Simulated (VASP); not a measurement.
Calculation: PBE GGA, VASP's PBE PAW potentials (set 64) (plane waves; VASP).

The input files of a VASP run:

**POSCAR**
```
ZnO
1
    3.2876390021    -0.0000000000     0.0000000000
   -1.6438195010     2.8471793471     0.0000000000
    0.0000000000     0.0000000000     5.3007135557
Zn O
2 2
Direct
  0.3333330000   0.6666670000   0.0000000000
  0.6666670000   0.3333330000   0.5000000000
  0.3333330000   0.6666670000   0.3820000000
  0.6666670000   0.3333330000   0.8820000000
```

### KPOINTS
```
kpoints
0
Gamma
  10 10 6
```

INCAR:
```
! general
SYSTEM  = ZnO
PREC    = Normal
ENCUT   = 450
LREAL   = .False.   ! projection in real space or not
LASPH   = .True.   ! aspherical one-centre terms

! electronic loop
EDIFF   = 1E-5   ! SCF stop (eV)
NELM    = 100   ! most electronic steps
NELMIN  = 4
ALGO    = Fast
LMAXMIX = 4   ! l cut-off of mixed one-centre charges

! smearing
ISMEAR  = 0   ! Gaussian
SIGMA   = 0.05   ! width (eV)

! functional
GGA     = PE   ! PBE

! ions
IBRION  = 2
NSW     = 20
ISIF    = 2   ! forces and stress, cell fixed
EDIFFG  = -0.03

! output
LWAVE   = .False.
LCHARG  = .False.
```

POTCAR, in this order: Zn O (PBE.64 set). Program: vasp_std.

The run wrote:

**OSZICAR**
```
       N       E                     dE             d eps       ncg     rms          rms(c)
DAV:   1     0.270166201334E+03    0.27017E+03   -0.17487E+04  2472   0.214E+03
DAV:   2     0.647696192239E+01   -0.26369E+03   -0.25328E+03  2686   0.413E+02
DAV:   3    -0.206173531690E+02   -0.27094E+02   -0.26915E+02  2860   0.145E+02
DAV:   4    -0.210992195859E+02   -0.48187E+00   -0.48127E+00  2734   0.206E+01
DAV:   5    -0.211030010774E+02   -0.37815E-02   -0.37796E-02  2812   0.173E+00    0.143E+01
RMM:   6    -0.178642072593E+02    0.32388E+01   -0.12174E+01  2464   0.220E+01    0.106E+01
RMM:   7    -0.178965262683E+02   -0.32319E-01   -0.16195E+00  2464   0.120E+01    0.416E+00
RMM:   8    -0.178696070609E+02    0.26919E-01   -0.22643E-01  2464   0.377E+00    0.257E+00
RMM:   9    -0.178701858470E+02   -0.57879E-03   -0.78769E-02  2464   0.304E+00    0.347E-01
RMM:  10    -0.178689102548E+02    0.12756E-02   -0.30733E-02  2483   0.972E-01    0.130E-01
RMM:  11    -0.178695099811E+02   -0.59973E-03   -0.59962E-03  2466   0.753E-01    0.108E-01
RMM:  12    -0.178694809786E+02    0.29002E-04   -0.20145E-03  2502   0.326E-01    0.476E-02
RMM:  13    -0.178695156160E+02   -0.34637E-04   -0.49137E-04  2204   0.107E-01    0.450E-02
RMM:  14    -0.178695174414E+02   -0.18254E-05   -0.68255E-05  1648   0.463E-02
   1 F= -.17869517E+02 E0= -.17869517E+02  d E =-.178695E+02
       N       E                     dE             d eps       ncg     rms          rms(c)
DAV:   1    -0.178697238243E+02   -0.20821E-03   -0.28956E-01  2812   0.429E+00    0.106E-01
RMM:   2    -0.178703067072E+02   -0.58288E-03   -0.60744E-03  2464   0.707E-01    0.665E-02
RMM:   3    -0.178703491795E+02   -0.42472E-04   -0.65872E-04  2453   0.237E-01    0.303E-02
RMM:   4    -0.178703507831E+02   -0.16036E-05   -0.73832E-05  2091   0.835E-02
   2 F= -.17870351E+02 E0= -.17870351E+02  d E =-.833342E-03
       N       E                     dE             d eps       ncg     rms          rms(c)
DAV:   1    -0.178700640288E+02    0.28515E-03   -0.23813E-01  2464   0.389E+00    0.985E-02
RMM:   2    -0.178705568556E+02   -0.49283E-03   -0.51228E-03  2464   0.645E-01    0.632E-02
RMM:   3    -0.178705947197E+02   -0.37864E-04   -0.57350E-04  2445   0.219E-01    0.279E-02
RMM:   4    -0.178705975912E+02   -0.28715E-05   -0.73766E-05  2073   0.814E-02
   3 F= -.17870598E+02 E0= -.17870598E+02  d E =-.108015E-02
```

File OUTCAR:
```
------------------------ aborting loop because EDIFF is reached ----------------------------------------
  FORCE on cell =-STRESS in cart. coord.  units (eV):
  Direction    XX          YY          ZZ          XY          YZ          ZX
  --------------------------------------------------------------------------------------
  Total       -0.3704909     -0.3704911     -0.3241331     -0.0000000     -0.0000000      0.0000000
  in kB      -11.9634075    -11.9634113    -10.4664804     -0.0000000     -0.0000000      0.0000000
  external PRESSURE =     -11.4644330 kB  Pullay stress =       0.0000000 kB
  volume of cell :       49.62
      direct lattice vectors                 reciprocal lattice vectors
     3.287639002  0.000000000  0.000000000     0.304169649  0.175612401  0.000000000
    -1.643819501  2.847179347  0.000000000     0.000000000  0.351224801  0.000000000
     0.000000000  0.000000000  5.300713556     0.000000000  0.000000000  0.188653846
  FREE ENERGIE OF THE ION-ELECTRON SYSTEM (eV)
  ---------------------------------------------------
  free  energy   TOTEN  =       -17.8705975912 eV

  energy  without entropy=      -17.8705975912  energy(sigma->0) =      -17.87059759

 reached required accuracy - stopping structural energy minimisation
```
(Selected blocks of OUTCAR.)

File CONTCAR:
```
ZnO
   1.00000000000000
     3.2876390021000002    0.0000000000000000    0.0000000000000000
    -1.6438195010000001    2.8471793471000000    0.0000000000000000
     0.0000000000000000    0.0000000000000000    5.3007135556999998
  Zn              O
     2     2
Direct
     0.3333330000000032    0.6666669999999968    0.0013272822223626
     0.6666669999999968    0.3333330000000032    0.5013272822223627
     0.3333330000000032    0.6666669999999968    0.3806727177776353
     0.6666669999999968    0.3333330000000032    0.8806727177776352
```

File OUTCAR:
```
 val. band max:        0.8375494245   @ k =   0.0000   0.0000   0.0000

 cond. band min:       1.5587169601   @ k =   0.0000   0.0000   0.0000


 Fermi energy:         1.1025876654

 k-point     1 :       0.0000    0.0000    0.0000
  band No.  band energies     occupation
      1     -16.9288      2.00000
      2     -16.2699      2.00000
      3      -4.6698      2.00000
      4      -4.6697      2.00000
      5      -4.6279      2.00000
      6      -4.4933      2.00000
      7      -4.4899      2.00000
      8      -4.4899      2.00000
      9      -3.6047      2.00000
     10      -3.6047      2.00000
     11      -3.4132      2.00000
     12      -3.4132      2.00000
     13      -3.1486      2.00000
     14       0.0909      2.00000
     15       0.0909      2.00000
     16       0.7624      2.00000
     17       0.8375      2.00000
     18       0.8375      2.00000
     19       1.5587      0.00000
     20       5.9044      0.00000
     21       8.9016      0.00000
     22      13.5262      0.00000

 k-point     2 :       0.1000    0.0000    0.0000
  band No.  band energies     occupation
      1     -16.8782      2.00000
      2     -16.2469      2.00000
      3      -4.7238      2.00000
      4      -4.6398      2.00000
      5      -4.5957      2.00000
      6      -4.4975      2.00000
      7      -4.4475      2.00000
      8      -4.4159      2.00000
      9      -3.6254      2.00000
     10      -3.6073      2.00000
     11      -3.4088      2.00000
     12      -3.3665      2.00000
     13      -3.1603      2.00000
     14      -0.2628      2.00000
     15      -0.0356      2.00000
     16       0.2205      2.00000
     17       0.7002      2.00000
     18       0.7700      2.00000
     19       2.3043      0.00000
     20       6.3060      0.00000
     21       8.9050      0.00000
     22      12.5497      0.00000

 k-point     3 :       0.2000    0.0000    0.0000
  band No.  band energies     occupation
      1     -16.7405      2.00000
...
```

At this cut-off the stress carries a Pulay error, which pulls relaxed volumes low.

The compound is ZnO in the wurtzite structure. This run relaxes the ions in a fixed cell. Symmetry was kept, so distortions that lower it aren't found.
